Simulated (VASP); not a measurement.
An input for Ansatz (written as the equivalent of a VASP run, and not itself run):

Ansatz 0.2 input:
```yaml
crystal:
  lattice:
    - [0.0000000, 2.5055015, 2.5055015]
    - [2.5055015, 0.0000000, 2.5055015]
    - [2.5055015, 2.5055015, 0.0000000]
  atoms:
    - { symbol: Ni, position: [0.7500000, 0.7500000, 0.7500000], spin: -0.9 }
    - { symbol: Ni, position: [0.5000000, 0.5000000, 0.5000000], spin: -0.9 }
kpoints:
  mp_grid: { grid: [11, 11, 11] }
hamiltonian:
  xc: r2scan
  pseudopotentials: { kind: paw }
magnetization: { spin_polarized: true }
scf:
  occupations: { method: methfessel_paxton, width: 0.1 }
  max_iter: 100
relax:
  max_steps: 60
  f_tol: 0.01
  cell: {}
output: { forces: true, stress: true, eigenvalues: true }
```

Task: Translate this input to VASP (INCAR, KPOINTS, POSCAR, choice of POTCAR).

Result: This is not unique; one that fits is 
### INCAR
```
SYSTEM = Ni
PREC = Accurate; ENCUT = 400; LREAL = F
LASPH = T
EDIFF = 1E-6; NELM = 100; ALGO = Normal
LMAXMIX = 4; LMIXTAU = T
ISMEAR = 1; SIGMA = 0.1
METAGGA = R2SCAN
ISPIN = 2; MAGMOM = 2*-0.9
IBRION = 2; NSW = 60; ISIF = 3
EDIFFG = -0.01
LWAVE = F; LCHARG = F; LORBIT = 10
```

KPOINTS:
```
kpoints
0
G
  11 11 11
0 0 0
```

File POSCAR:
```
Ni
1
   -0.0000000000     2.5055015494     2.5055015494
    2.5055015494     0.0000000000     2.5055015494
    2.5055015494     2.5055015494    -0.0000000000
Ni
2
Direct
  0.7500000000   0.7500000000   0.7500000000
  0.5000000000   0.5000000000   0.5000000000
```

POTCAR, in this order: Ni (PBE.64 set). Program: vasp_std.

Limits of the translation: each code has its own PAW files, so the cut-off isn't converted (ENCUT is set for VASP's; basis.ecutwfc is left out, and Ansatz then takes the one that its files recommend); Ansatz stops its SCF on the density residual and VASP on the energy change (EDIFF).

The structure was generated: Ni was put into the diamond type (Fd-3m), which need not be its known phase. This run relaxes it. Symmetry was kept, so distortions that lower it aren't found. The start is the result of an earlier pass.
